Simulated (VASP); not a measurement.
Level of theory: PBE GGA with D3 dispersion (zero damping), VASP's PBE PAW potentials (set 64) (plane waves; VASP 6.6.1).

The input files of a VASP run:

**INCAR**
```
SYSTEM = PdIn
PREC = Accurate
ENCUT = 520
EDIFF = 1E-7
NELM = 100
ALGO = Normal
LREAL = .FALSE.
LASPH = .TRUE.
ISMEAR = -5
GGA = PE
IVDW = 11
LMAXMIX = 4
LWAVE = .FALSE.
LCHARG = .TRUE.
LORBIT = 11
NEDOS = 601
ISIF = 2
```

**KPOINTS**
```
Automatic mesh
0
Gamma
13 13 13
```

File POSCAR:
```
PdIn
6.5402790
  0.4999999897   0.0000000000   0.0000000000
  0.0000000000   0.4999999897   0.0000000000
  0.0000000000   0.0000000000   0.4999999897
In Pd
1 1
Cartesian
  0.2499999948   0.2499999948   0.2499999948
  0.0000000000   0.0000000000   0.0000000000
```

POTCAR, in this order: In_d Pd (PBE.64 set). Program: vasp_std.

Unless said otherwise, spin-orbit coupling is left out, though it shifts the bands of the heavy elements here.

Predict the energy per atom (σ→0), dispersion energy, band gap (on the k-mesh).

* **energy per atom (σ→0)**: -4.792 eV/atom
* **dispersion energy**: -850 meV
* **band gap (on the k-mesh)**: none (metal, semimetal or under 0.01 eV)

File OSZICAR:
```
...
DAV:   8    -0.873417148557E+01    0.65146E-02   -0.19980E-02  2870   0.145E+00    0.385E-01
DAV:   9    -0.873346099791E+01    0.71049E-03   -0.19283E-03  3234   0.774E-01    0.519E-02
DAV:  10    -0.873346510847E+01   -0.41106E-05   -0.45820E-05  3424   0.107E-01    0.238E-02
DAV:  11    -0.873346678442E+01   -0.16760E-05   -0.50054E-06  2961   0.245E-02    0.297E-03
DAV:  12    -0.873346710433E+01   -0.31991E-06   -0.41420E-07  3271   0.706E-03    0.261E-03
DAV:  13    -0.873346697784E+01    0.12649E-06   -0.23623E-08  1659   0.183E-03    0.555E-04
DAV:  14    -0.873346693977E+01    0.38071E-07   -0.49744E-09  1540   0.977E-04
   1 F= -.95833295E+01 E0= -.95833295E+01  d E =0.000000E+00
```

The compound is PdIn in the CsCl type structure. It was relaxed first. The electron count is odd and the run is not spin-polarised, which forces a metal.
